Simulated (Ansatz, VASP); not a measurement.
## SnPt3: VASP beside Ansatz

The input INCAR:

```
SYSTEM = SnPt3
PREC = Accurate
ENCUT = 520
EDIFF = 1E-8
ISMEAR = -1
SIGMA = 0.08
LREAL = .FALSE.
LASPH = .TRUE.
NELM = 100
ALGO = Fast
ISIF = 2
LWAVE = .FALSE.
LCHARG = .FALSE.
GGA = CA
LEFG = .TRUE.
NBANDS = 30
```

Contents of KPOINTS:

```
Automatic mesh
0
G
  10 10 10
  0 0 0
```

Contents of POSCAR:

```
SnPt3
1.0
    4.0292787600      0.0000000000      0.0000000000
    0.0000000000      4.0292787600      0.0000000000
    0.0000000000      0.0000000000      4.0292787600
Sn Pt
1 3
Direct
    0.0000000000      0.0000000000      0.0000000000
    0.5000000000      0.5000000000      0.0000000000
    0.5000000000      0.0000000000      0.5000000000
    0.0000000000      0.5000000000      0.5000000000
```

Input for Ansatz:

```yaml
crystal:
  lattice:
    - [4.02927876, 0.0, 0.0]
    - [0.0, 4.02927876, 0.0]
    - [0.0, 0.0, 4.02927876]
  atoms:
    - { symbol: Sn, position: [0.0, 0.0, 0.0] }
    - { symbol: Pt, position: [0.5, 0.5, 0.0] }
    - { symbol: Pt, position: [0.5, 0.0, 0.5] }
    - { symbol: Pt, position: [0.0, 0.5, 0.5] }
kpoints:
  mp_grid: { grid: [10, 10, 10] }
  band_path:
    path:
      - [0.0, 0.0, 0.0]
      - [0.0, 0.5, 0.0]
      - [0.5, 0.5, 0.0]
      - [0.0, 0.0, 0.0]
      - [0.5, 0.5, 0.5]
      - [0.0, 0.5, 0.0]
      - [0.5, 0.5, 0.5]
      - [0.5, 0.5, 0.0]
    npoints: 8
scf:
  occupations: { method: fermi_dirac, width: 0.08 }
hamiltonian:
  xc: lda
  pseudopotentials: { kind: paw }
output:
  forces: true
  stress: true
  eigenvalues: true
  efg: { contact_densities: true }
  populations: true
  bader: true
  dos: { projected: true, de: 0.2, e_range: [-14, 8] }
```

Alike in both runs: task electric field gradients; functional LDA; k mesh 10 × 10 × 10; occupations fermi-dirac, width 0.08 eV; no spin polarisation.

```csv
,VASP,Ansatz
version,VASP 6.6.1,Ansatz 0.2.0
potentials or method,"VASP PAW LDA potentials, release 64 (Sn_d, Pt)","PAW with Ansatz's default frozen-core files, scalar-relativistic"
plane-wave cutoff (eV),520,420
valence electrons in the cell,44,68
```

Ansatz gave:

```
pressure (GPa)                                                 : -8.2
Vzz of the field gradient on the site that differs most (V/Å²) : -150.4
```

Q: What did VASP give for the same quantities?

A: Pressure (GPa): -7.6; Vzz of the field gradient on the site that differs most (V/Å²): -139.8.

The two sets of potentials don't hold the same shells in valence. Ansatz warned: «gradients_without_spin_orbit».

The runs have no spin-orbit coupling, so splittings on Pt are missing.
